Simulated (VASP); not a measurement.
Here is the system:

```
GeSe
1.0
   10.76251     0.00000     0.00000
    0.00000     3.87991     0.00000
    0.00000     0.00000     4.21159
Ge Se
4 4
Cartesian
  1.30294   0.96998   0.42133
  9.45957   2.90993   3.79026
  4.07832   2.90993   2.52713
  6.68419   0.96998   1.68447
  9.21125   0.96998   2.08738
  1.55126   2.90993   2.12422
  6.93251   2.90993   4.19317
  3.83000   0.96998   0.01842
```

Level of theory: PBEsol GGA, VASP's PBE PAW potentials (set 64) (plane waves; VASP). Run with 400 eV cut-off, 5×13×12 Γ-centred mesh, Gaussian smearing of 0.010 eV, potentials Ge_d Se.

Without a dispersion term in the relaxation, distances and binding between the weakly bound layers, chains or molecules are unreliable, and so is what depends on them.

Problem. Estimate the energy per atom (σ→0).

Solution. 
The energy per atom (σ→0) is -4.623 eV/atom.

Only differences to runs with the same potentials and settings are physical.

The structure comes from a computed database's GeSe entry (Pnma); how it stands against other phases isn't given here. It was relaxed first, which changed the volume by -12 %.
